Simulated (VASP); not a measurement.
Calculation: revPBE GGA, VASP's PBE PAW potentials (set 64) (plane waves; VASP).

A VASP calculation is set up with these files.

### POSCAR
```
WSe2
1.0
  1.6702987055  -2.8930418812   0.0000000000
  1.6702987055   2.8930418812   0.0000000000
  0.0000000000   0.0000000000  17.5961842148
W Se
2 4
Cartesian
  1.6702987055   0.9643492224   4.3990460537
  1.6702987055  -0.9643492224  13.1971381611
  1.6702987055   0.9643492224  14.8785960972
  1.6702987055  -0.9643492224   6.0805039898
  1.6702987055  -0.9643492224   2.7175881176
  1.6702987055   0.9643492224  11.5156802250
```

**INCAR**
```
# general
SYSTEM   =  WSe2
PREC     =  Accurate
ENCUT    =  520
LREAL    =  .FALSE.
LASPH    =  .TRUE.

# electronic loop
EDIFF    =  1E-7
NELM     =  100
ALGO     =  Normal
LMAXMIX  =  6

# smearing
ISMEAR   =  -5

# functional
GGA      =  RE

# ions
ISIF     =  2

# output
LWAVE    =  .FALSE.
LCHARG   =  .TRUE.
LORBIT   =  11
NEDOS    =  601

# other
LEFG     =  .TRUE.
```

KPOINTS:
```
Automatic mesh
0
Gamma
9 9 2
0 0 0
```

POTCAR, in this order: W_sv Se (PBE.64 set). Program: vasp_std.

The run wrote:

### OSZICAR
```
       N       E                     dE             d eps       ncg     rms          rms(c)
DAV:   1     0.496837880861E+03    0.49684E+03   -0.28111E+04  1704   0.155E+03
DAV:   2    -0.107176003848E+02   -0.50756E+03   -0.49859E+03  1848   0.384E+02
DAV:   3    -0.422907648632E+02   -0.31573E+02   -0.31383E+02  1877   0.896E+01
DAV:   4    -0.432275636938E+02   -0.93680E+00   -0.93438E+00  1914   0.157E+01
DAV:   5    -0.432500820079E+02   -0.22518E-01   -0.22510E-01  1901   0.246E+00    0.277E+01
DAV:   6    -0.416483200254E+02    0.16018E+01   -0.12319E+01  1749   0.190E+01    0.984E+00
DAV:   7    -0.413904691450E+02    0.25785E+00   -0.47565E+00  1817   0.900E+00    0.542E+00
DAV:   8    -0.412271243127E+02    0.16334E+00   -0.70409E-01  1995   0.475E+00    0.966E-01
DAV:   9    -0.412275614850E+02   -0.43717E-03   -0.61073E-02  1889   0.125E+00    0.765E-01
DAV:  10    -0.412265436902E+02    0.10178E-02   -0.16045E-02  1947   0.817E-01    0.142E-01
DAV:  11    -0.412264272055E+02    0.11648E-03   -0.25229E-03  1775   0.328E-01    0.176E-01
DAV:  12    -0.412264097973E+02    0.17408E-04   -0.32630E-04  1822   0.102E-01    0.768E-02
DAV:  13    -0.412263347667E+02    0.75031E-04   -0.28495E-04  1792   0.996E-02    0.240E-02
DAV:  14    -0.412263298281E+02    0.49386E-05   -0.30383E-05  1829   0.376E-02    0.681E-03
DAV:  15    -0.412263300556E+02   -0.22755E-06   -0.23892E-06  1728   0.775E-03    0.475E-03
DAV:  16    -0.412263303102E+02   -0.25455E-06   -0.61318E-07  1738   0.484E-03    0.306E-04
DAV:  17    -0.412263303297E+02   -0.19499E-07   -0.36356E-08  1179   0.134E-03
   1 F= -.41226330E+02 E0= -.41226330E+02  d E =0.000000E+00
```

File OUTCAR:
```
------------------------ aborting loop because EDIFF is reached ----------------------------------------
  FORCE on cell =-STRESS in cart. coord.  units (eV):
  Direction    XX          YY          ZZ          XY          YZ          ZX
  --------------------------------------------------------------------------------------
  Total        0.0567959      0.0567959     -0.0194828      0.0000000      0.0000000     -0.0000000
  in kB        0.5350943      0.5350942     -0.1835546      0.0000000      0.0000000     -0.0000000
  external PRESSURE =       0.2955446 kB  Pullay stress =       0.0000000 kB
  volume of cell :      170.06
      direct lattice vectors                 reciprocal lattice vectors
     1.670298706 -2.893041881  0.000000000     0.299347655 -0.172828469  0.000000000
     1.670298706  2.893041881  0.000000000     0.299347655  0.172828469  0.000000000
     0.000000000  0.000000000 17.596184215     0.000000000  0.000000000  0.056830503
 POSITION                                       TOTAL-FORCE (eV/Angst)
 -----------------------------------------------------------------------------------
      1.67030      0.96435      4.39905        -0.000000     -0.000000      0.000000
      1.67030     -0.96435     13.19714        -0.000000     -0.000000      0.000000
      1.67030      0.96435     14.87860         0.000000     -0.000000     -0.008933
      1.67030     -0.96435      6.08050         0.000000      0.000000     -0.008933
      1.67030     -0.96435      2.71759         0.000000      0.000000      0.008933
      1.67030      0.96435     11.51568         0.000000     -0.000000      0.008933
 -----------------------------------------------------------------------------------
    total drift:                               -0.000000      0.001179     -0.000034
  FREE ENERGIE OF THE ION-ELECTRON SYSTEM (eV)
  ---------------------------------------------------
  free  energy   TOTEN  =       -41.2263303297 eV

  energy  without entropy=      -41.2263303297  energy(sigma->0) =      -41.22633033

 total charge

# of ion       s       p       d       tot
------------------------------------------
    1        2.303   6.262   3.328  11.893
    2        2.303   6.262   3.328  11.893
    3        1.472   2.345   0.064   3.881
    4        1.472   2.345   0.064   3.881
    5        1.472   2.345   0.064   3.881
    6        1.472   2.345   0.064   3.881
--------------------------------------------------
tot         10.496  21.903   6.910  39.309

 Electric field gradients after diagonalization (V/A^2)
 (convention: |V_zz| > |V_xx| > |V_yy|)
----------------------------------------------------------------------
 ion       V_xx      V_yy      V_zz     asymmetry (V_yy - V_xx)/ V_zz
----------------------------------------------------------------------
   1      75.306    75.299  -150.605       0.000
   2      75.306    75.299  -150.605       0.000
   3      41.315    41.314   -82.630       0.000
   4      41.315    41.314   -82.630       0.000
   5      41.315    41.314   -82.630       0.000
   6      41.315    41.314   -82.630       0.000
```
(Selected blocks of OUTCAR.)

Without a dispersion term in the relaxation, distances and binding between the weakly bound layers, chains or molecules are unreliable, and so is what depends on them.

The compound is WSe2 in the 2H layered structure. It was relaxed first, which changed the volume by +41 %.
